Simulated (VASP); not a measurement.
VASP ran on this input.

### POSCAR
```
RbCl
1
    0.0000000000     3.0138287240     3.0138287240
    3.0138287240    -0.0000000000     3.0138287240
    3.0138287240     3.0138287240     0.0000000000
Rb Cl
1 1
Direct
  0.0000000000   0.0000000000   0.0000000000
  0.5000000000   0.5000000000   0.5000000000
```

File KPOINTS:
```
Regular mesh
0
Gamma
  8 8 8
```

INCAR:
```
ALGO  =  Normal
EDIFF  =  1E-6
EDIFFG  =  -0.02
ENCUT  =  500
GGA  =  PE
IBRION  =  2
ISIF  =  3
ISMEAR  =  0
LASPH  =  .TRUE.
LCHARG  =  .FALSE.
LMAXMIX  =  4
LREAL  =  .FALSE.
LWAVE  =  .FALSE.
NELM  =  100
NSW  =  40
PREC  =  Accurate
PSTRESS  =  100
SIGMA  =  0.05
SYSTEM  =  RbCl
```

POTCAR, in this order: Rb_sv Cl (PBE.64 set). Program: vasp_std.

Task: Write an equivalent input for Ansatz.

Result: One equivalent input (not run):
Ansatz 0.2 input:
```yaml
crystal:
  lattice:
    - [0.0000000, 3.0138287, 3.0138287]
    - [3.0138287, 0.0000000, 3.0138287]
    - [3.0138287, 3.0138287, 0.0000000]
  atoms:
    - { symbol: Rb, position: [0.0000000, 0.0000000, 0.0000000] }
    - { symbol: Cl, position: [0.5000000, 0.5000000, 0.5000000] }
kpoints:
  mp_grid: { grid: [8, 8, 8] }
hamiltonian:
  xc: pbe
  pseudopotentials: { kind: paw }
scf:
  occupations: { method: gaussian, width: 0.05 }
  max_iter: 100
relax:
  max_steps: 40
  f_tol: 0.02
  cell: { p_target: 10 }
output: { forces: true, stress: true, eigenvalues: true }
```
The two are equivalent in intent, not identical: each code has its own PAW files, so the cut-off isn't converted (ENCUT is set for VASP's; basis.ecutwfc is left out, and Ansatz then takes the one that its files recommend); Ansatz stops its SCF on the density residual and VASP on the energy change (EDIFF).

The compound is RbCl in the rock salt structure. It was relaxed first under an external pressure of 10 GPa.
